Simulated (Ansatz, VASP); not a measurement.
# AlGa3N4 (random wurtzite alloy of AlN and GaN): VASP beside Ansatz, part 2 of 4

Aim: how closely do two programs agree when they are given the same cell, functional and k mesh? Of the first pair: The cell is taken from a series of runs on this material, whose earlier steps may have relaxed, scaled, displaced or heated it; both programs get it as it stands.

VASP 6.6.1 and Ansatz 0.2.0.

So far: The starting structure; Ansatz: single point, LDA, pair 1.

### 3. VASP: single point, LDA, pair 1

Level of this step: LDA; plane waves and PAW (Ga_d, N, Al) (VASP).

The same cell, functional (in two slightly different forms), mesh and smearing now go to VASP, with its own data sets.

Lines of VASP's logs that name or quote its potential files are left out, and so is its time.

Input file INCAR:

```
SYSTEM = AlGa3N4
PREC = Accurate
ENCUT = 520
EDIFF = 1E-06
NELM = 120
ISMEAR = 0
SIGMA = 0.05
LREAL = Auto
ALGO = Normal
GGA = PW92
NBANDS = 336
LORBIT = 11
LWAVE = .FALSE.
LCHARG = .FALSE.
ISIF = 2
LASPH = .TRUE.
GGA_COMPAT = .FALSE.
EFERMI = MIDGAP
NCORE = 2
```

Input file POSCAR:

```
AlGa3N4
1.0
    9.5094000000      0.0000000000      0.0000000000
   -4.7547000000      8.2353800000      0.0000000000
    0.0000000000      0.0000000000     10.2684000000
Ga N Al
27 36 9
Direct
    0.0017500000      0.0021000000      0.0010500000
    0.0014300000      0.0016000000      0.4991300000
    0.9993500000      0.3363600000      0.0004400000
    0.1087400000      0.5546400000      0.2485200000
    0.0017400000      0.3377400000      0.4964900000
    0.9962900000      0.6649800000      0.9973700000
    0.9940300000      0.6639300000      0.5025500000
    0.1144900000      0.8901000000      0.7490900000
    0.3336500000      0.9980700000      0.5020300000
    0.4452900000      0.2220100000      0.7490500000
    0.3367100000      0.3325900000      0.9994100000
    0.3364500000      0.3355900000      0.5021400000
    0.4506300000      0.5595500000      0.7518600000
    0.3295700000      0.6664100000      0.9988700000
    0.4416700000      0.8861700000      0.2500700000
    0.4465000000      0.8916200000      0.7488200000
    0.6703800000      0.0034100000      0.0017800000
    0.7793500000      0.2224300000      0.2483500000
    0.6678500000      0.0037800000      0.5026000000
    0.7824100000      0.2205700000      0.7534800000
    0.6657300000      0.3330400000      0.9982700000
    0.6650500000      0.3326400000      0.4968500000
    0.7755600000      0.5548800000      0.7488800000
    0.6655400000      0.6664900000      0.0015700000
    0.7763300000      0.8864700000      0.2494200000
    0.6667600000      0.6609400000      0.5028300000
    0.7771800000      0.8896500000      0.7487600000
    0.1109700000      0.2250800000      0.0612700000
    0.9967800000      0.0015700000      0.3097500000
    0.1095000000      0.2244400000      0.5612900000
    0.0029700000      0.0046900000      0.8099500000
    0.1048200000      0.5523000000      0.0610800000
    0.9988200000      0.3345600000      0.3116300000
    0.1102800000      0.5547800000      0.5620100000
    0.9995300000      0.3349600000      0.8101900000
    0.1108300000      0.8875900000      0.0592000000
    0.9968100000      0.6646000000      0.3102300000
    0.1114600000      0.8886800000      0.5630600000
    0.0017200000      0.6703100000      0.8080500000
    0.4471200000      0.2227200000      0.0603000000
    0.3306800000      0.9988300000      0.3126900000
    0.4448500000      0.2193700000      0.5590100000
    0.3317700000      0.0000200000      0.8129200000
    0.4457000000      0.5582500000      0.0622500000
    0.3344100000      0.3368100000      0.3138100000
    0.4497700000      0.5621400000      0.5605500000
    0.3356300000      0.3356900000      0.8078900000
    0.4443000000      0.8888200000      0.0657500000
    0.3317700000      0.6665200000      0.3103800000
    0.4409100000      0.8882300000      0.5624100000
    0.3369400000      0.6696800000      0.8101300000
    0.7806700000      0.2251500000      0.0577500000
    0.6683000000      0.9981600000      0.3127300000
    0.7752900000      0.2258100000      0.5634500000
    0.6685100000      0.0034900000      0.8110900000
    0.7768200000      0.5557100000      0.0632000000
    0.6676900000      0.3326000000      0.3096300000
    0.7794900000      0.5581700000      0.5617100000
    0.6647700000      0.3315700000      0.8123400000
    0.7816900000      0.8961000000      0.0606600000
    0.6681400000      0.6656500000      0.3106800000
    0.7800600000      0.8880900000      0.5571800000
    0.6642200000      0.6656900000      0.8109400000
    0.1110600000      0.2221600000      0.2481400000
    0.1106200000      0.2239500000      0.7472600000
    0.1068300000      0.5521400000      0.7499300000
    0.1093100000      0.8893200000      0.2537700000
    0.3371900000      0.0010500000      0.0005500000
    0.4466700000      0.2270300000      0.2482000000
    0.4439600000      0.5523400000      0.2490900000
    0.3323100000      0.6655700000      0.5002600000
    0.7748800000      0.5535000000      0.2491500000
```

Input file KPOINTS:

```
Automatic mesh
0
Gamma
1 1 1
0 0 0
```

PAW data sets: Ga_d, N and Al (LDA family, release 64).

The run is started by

```sh
$ mpirun -np 8 vasp_gam
```

Numbers of over 12 decimals in the logs are rounded to 6 here.

What it wrote:

```text
[banner, memory and clock lines left out]
running    8 mpi-ranks, on    1 nodes
[...]
|                                                                             |
|               ----> ADVICE to this user running VASP <----                  |
|                                                                             |
|     You enforced a specific xc type in the INCAR file but a different       |
|     [... a line on the potential file left out ...]
|     I HOPE YOU KNOW WHAT YOU ARE DOING!                                     |
|                                                                             |

 LDA part: xc-table for (Slater(with rela. corr.)+PW92), standard interpolation
 POSCAR, INCAR and KPOINTS ok, starting setup
[...]
entering main loop
       N       E                     dE             d eps       ncg     rms          rms(c)
DAV:   1     0.131047421000E+05    0.13105E+05   -0.20629E+05   736   0.327E+03
DAV:   2     0.311806833729E+04   -0.99867E+04   -0.93850E+04   672   0.960E+02
DAV:   3    -0.610961461098E+02   -0.31792E+04   -0.29541E+04   840   0.345E+02
DAV:   4    -0.550284771318E+03   -0.48919E+03   -0.47465E+03   800   0.139E+02
[...]
DAV:  18    -0.518076889510E+03   -0.71751E-05   -0.94256E-05  1000   0.371E-02    0.659E-03
DAV:  19    -0.518076890220E+03   -0.70938E-06   -0.12829E-05   624   0.191E-02    0.534E-03
DAV:  20    -0.518076890150E+03    0.70169E-07   -0.25017E-06   480   0.233E-02
   1 F= -.51807689E+03 E0= -.51807689E+03  d E =0.000000E+00
```

OUTCAR, selected parts (step 3):

```text
 POSITION                                       TOTAL-FORCE (eV/Angst)
 -----------------------------------------------------------------------------------
      0.00666      0.01729      0.01078         0.248068     -0.030758     -0.445640
      0.00599      0.01318      5.12527        -0.012372     -0.013362      0.027490
      7.90393      2.77005      0.00452         0.517995     -0.421774     -0.392742
     -1.60309      4.56767      2.55190        -0.017594      0.341269      0.331511
     -1.58931      2.78142      5.09816        -0.349010     -0.516098      0.563538
      6.31234      5.47636     10.24139         0.021734      0.454717      0.148096
      6.29584      5.46772      5.16038         1.072361      0.582373     -0.643836
     -3.14343      7.33031      7.69196        -0.667061      0.241448      0.288458
     -1.57271      8.21949      5.15504        -0.376773     -0.010469     -0.524054
      3.17885      1.82834      7.69155        -0.101003     -0.079449     -0.025399
      1.62054      2.73901     10.26234        -0.621370      0.316248     -0.310035
      1.60381      2.76371      5.15617        -0.330206     -0.078428      0.070372
      1.62473      4.60811      7.72040        -0.972695     -0.457291     -0.417095
     -0.03457      5.48814     10.25680         0.306208      0.121019      0.169589
[...]
-----------------------------------------------------------------------------------
    total drift:                                0.004839     -0.008458     -0.036062

  FREE ENERGIE OF THE ION-ELECTRON SYSTEM (eV)
  ---------------------------------------------------
  free  energy   TOTEN  =      -518.0768901497 eV

  energy  without entropy=     -518.0768901497  energy(sigma->0) =     -518.07689015

[... 1 further part left out ...]
```

The run ends at a pressure of -4.37 GPa, with forces up to 1.6 eV/Å.

### 4. Comparison

Known differences besides the potentials themselves: the cutoff is 420 eV in Ansatz and 520 eV in VASP (PREC = Accurate, projectors in real space); VASP's log shows a relativistic correction to its local exchange, Ansatz's none. Total energies have different zeros and are not compared.

Compared:

```csv
quantity,Ansatz,VASP,difference
gap on the k mesh (eV),2.385,2.401,-0.016
```

Forces on 10 of the 72 atoms, those with the largest forces and the largest differences (eV/Å; atoms numbered as in POSCAR):

```csv
atom,"Ansatz x, y, z","VASP x, y, z"
Ga7,"1.054, 0.572, -0.632","1.072, 0.582, -0.644"
Ga20,"-1.046, 0.538, -0.642","-1.060, 0.550, -0.651"
Ga26,"-0.396, 1.209, -0.891","-0.400, 1.226, -0.908"
N29,"1.228, 0.397, -0.426","1.257, 0.411, -0.444"
N33,"0.902, -0.512, -0.753","0.933, -0.528, -0.771"
N35,"1.085, 0.411, -0.195","1.121, 0.425, -0.207"
N36,"0.666, 0.554, 0.847","0.694, 0.570, 0.873"
N45,"0.126, -0.498, -1.287","0.124, -0.506, -1.318"
N48,"-0.377, 0.438, -1.215","-0.396, 0.452, -1.237"
N49,"0.754, -0.767, 0.614","0.783, -0.789, 0.636"
```

The forces differ by 13 meV/Å r.m.s., which is 2.6 % of the r.m.s. force of 0.503 eV/Å (both taken over all components). A gap on the mesh is an upper bound, since the band edges may lie between its points.

### 5. Ansatz: relaxation, LDA

The two programs are compared at the cell with which this relaxation starts, whose forces are those of its first step.

The structure compared here is the start of the Ansatz relaxation; VASP solves that cell, so the two are compared at the walk's first step.

Input file input.yaml:

```yaml
crystal:
  lattice:
    - [9.5094, 0.0, 0.0]
    - [-4.7547, 8.23538, 0.0]
    - [0.0, 0.0, 10.2684]
  atoms:
    - { symbol: Ga, position: [0.00175, 0.0021, 0.00105] }
    - { symbol: "N", position: [0.11097, 0.22508, 0.06127] }
    - { symbol: Al, position: [0.11106, 0.22216, 0.24814] }
    - { symbol: "N", position: [0.99678, 0.00157, 0.30975] }
    - { symbol: Ga, position: [0.00143, 0.0016, 0.49913] }
    - { symbol: "N", position: [0.1095, 0.22444, 0.56129] }
    - { symbol: Al, position: [0.11062, 0.22395, 0.74726] }
    - { symbol: "N", position: [0.00297, 0.00469, 0.80995] }
    - { symbol: Ga, position: [0.99935, 0.33636, 0.00044] }
    - { symbol: "N", position: [0.10482, 0.5523, 0.06108] }
    - { symbol: Ga, position: [0.10874, 0.55464, 0.24852] }
    - { symbol: "N", position: [0.99882, 0.33456, 0.31163] }
    - { symbol: Ga, position: [0.00174, 0.33774, 0.49649] }
    - { symbol: "N", position: [0.11028, 0.55478, 0.56201] }
    - { symbol: Al, position: [0.10683, 0.55214, 0.74993] }
    - { symbol: "N", position: [0.99953, 0.33496, 0.81019] }
    - { symbol: Ga, position: [0.99629, 0.66498, 0.99737] }
    - { symbol: "N", position: [0.11083, 0.88759, 0.0592] }
    - { symbol: Al, position: [0.10931, 0.88932, 0.25377] }
    - { symbol: "N", position: [0.99681, 0.6646, 0.31023] }
    - { symbol: Ga, position: [0.99403, 0.66393, 0.50255] }
    - { symbol: "N", position: [0.11146, 0.88868, 0.56306] }
    - { symbol: Ga, position: [0.11449, 0.8901, 0.74909] }
    - { symbol: "N", position: [0.00172, 0.67031, 0.80805] }
    - { symbol: Al, position: [0.33719, 0.00105, 0.00055] }
    - { symbol: "N", position: [0.44712, 0.22272, 0.0603] }
    - { symbol: Al, position: [0.44667, 0.22703, 0.2482] }
    - { symbol: "N", position: [0.33068, 0.99883, 0.31269] }
    - { symbol: Ga, position: [0.33365, 0.99807, 0.50203] }
    - { symbol: "N", position: [0.44485, 0.21937, 0.55901] }
    - { symbol: Ga, position: [0.44529, 0.22201, 0.74905] }
    - { symbol: "N", position: [0.33177, 2.0e-05, 0.81292] }
    - { symbol: Ga, position: [0.33671, 0.33259, 0.99941] }
    - { symbol: "N", position: [0.4457, 0.55825, 0.06225] }
    - { symbol: Al, position: [0.44396, 0.55234, 0.24909] }
    - { symbol: "N", position: [0.33441, 0.33681, 0.31381] }
    - { symbol: Ga, position: [0.33645, 0.33559, 0.50214] }
    - { symbol: "N", position: [0.44977, 0.56214, 0.56055] }
    - { symbol: Ga, position: [0.45063, 0.55955, 0.75186] }
    - { symbol: "N", position: [0.33563, 0.33569, 0.80789] }
    - { symbol: Ga, position: [0.32957, 0.66641, 0.99887] }
    - { symbol: "N", position: [0.4443, 0.88882, 0.06575] }
    - { symbol: Ga, position: [0.44167, 0.88617, 0.25007] }
    - { symbol: "N", position: [0.33177, 0.66652, 0.31038] }
    - { symbol: Al, position: [0.33231, 0.66557, 0.50026] }
    - { symbol: "N", position: [0.44091, 0.88823, 0.56241] }
    - { symbol: Ga, position: [0.4465, 0.89162, 0.74882] }
    - { symbol: "N", position: [0.33694, 0.66968, 0.81013] }
    - { symbol: Ga, position: [0.67038, 0.00341, 0.00178] }
    - { symbol: "N", position: [0.78067, 0.22515, 0.05775] }
    - { symbol: Ga, position: [0.77935, 0.22243, 0.24835] }
    - { symbol: "N", position: [0.6683, 0.99816, 0.31273] }
    - { symbol: Ga, position: [0.66785, 0.00378, 0.5026] }
    - { symbol: "N", position: [0.77529, 0.22581, 0.56345] }
    - { symbol: Ga, position: [0.78241, 0.22057, 0.75348] }
    - { symbol: "N", position: [0.66851, 0.00349, 0.81109] }
    - { symbol: Ga, position: [0.66573, 0.33304, 0.99827] }
    - { symbol: "N", position: [0.77682, 0.55571, 0.0632] }
    - { symbol: Al, position: [0.77488, 0.5535, 0.24915] }
    - { symbol: "N", position: [0.66769, 0.3326, 0.30963] }
    - { symbol: Ga, position: [0.66505, 0.33264, 0.49685] }
    - { symbol: "N", position: [0.77949, 0.55817, 0.56171] }
    - { symbol: Ga, position: [0.77556, 0.55488, 0.74888] }
    - { symbol: "N", position: [0.66477, 0.33157, 0.81234] }
    - { symbol: Ga, position: [0.66554, 0.66649, 0.00157] }
    - { symbol: "N", position: [0.78169, 0.8961, 0.06066] }
    - { symbol: Ga, position: [0.77633, 0.88647, 0.24942] }
    - { symbol: "N", position: [0.66814, 0.66565, 0.31068] }
    - { symbol: Ga, position: [0.66676, 0.66094, 0.50283] }
    - { symbol: "N", position: [0.78006, 0.88809, 0.55718] }
    - { symbol: Ga, position: [0.77718, 0.88965, 0.74876] }
    - { symbol: "N", position: [0.66422, 0.66569, 0.81094] }
kpoints:
  mp_grid: { grid: [1, 1, 1] }
hamiltonian:
  xc: lda
scf:
  occupations: { method: gaussian, width: 0.05 }
output:
  forces: true
relax:
  f_tol: 0.05
  max_steps: 120
```

The run is started by

```sh
$ ansatz run input.yaml --threads 4 --pin off --max-ram 8192MiB --backend cpu --events-out ev --progress --plain --runs-dir out
```

What it wrote:

```text
[...]
Crystal: 72 atoms, lattice volume = 804.155 Å³
Basis set: ecut = 420 eV, 15743 PW (Γ)
Bands: 351, of which v1, the nominal top of the filled ones, is band 279 counted from 1 (278 counted from 0)
Symmetry: 1 space group operations
[...]
k-points: 1
[...]
SCF iter   1: F=—  HF=-118218.550654 eV  |F-HF|=—  |Δ(HF+E_count)|=         —  Δρ=8.90e-3  dr2=5.14e-1  ethr=1.77e-3  ⟨swp⟩=5.0  Hψ=1227  notcnv=0  defer=47
[...]
- { symbol: Al, position: [0.332570, 0.666979, 0.500830] }
[...]
- { symbol: Al, position: [0.777610, 0.556214, 0.250405] }
[...]
- { symbol: Ga, position: [0.665977, 0.666187, 0.00154344] }
    - { symbol: N, position: [0.778178, 0.889721, 0.060248] }
    - { symbol: Ga, position: [0.778881, 0.888854, 0.249354] }
    - { symbol: N, position: [0.664398, 0.662512, 0.307165] }
    - { symbol: Ga, position: [0.665959, 0.666822, 0.497739] }
    - { symbol: N, position: [0.778279, 0.889143, 0.559864] }
    - { symbol: Ga, position: [0.778862, 0.889770, 0.749831] }
    - { symbol: N, position: [0.665981, 0.666676, 0.811565] }
```

(Continued in part 3 of 4.)

[Lines on the potential files, build, host, timing and source positions are cut from VASP's logs without a mark.]

[Logs are printed without paths, hosts, clocks, repeated set-up lines and the standing remarks that a program may print on its own settings, such as how far it seeks lower states.]

[Hosts, paths, dates, database ids (printed as entryN), source tags and the programs' standing remarks are cut or masked in the printed files.]
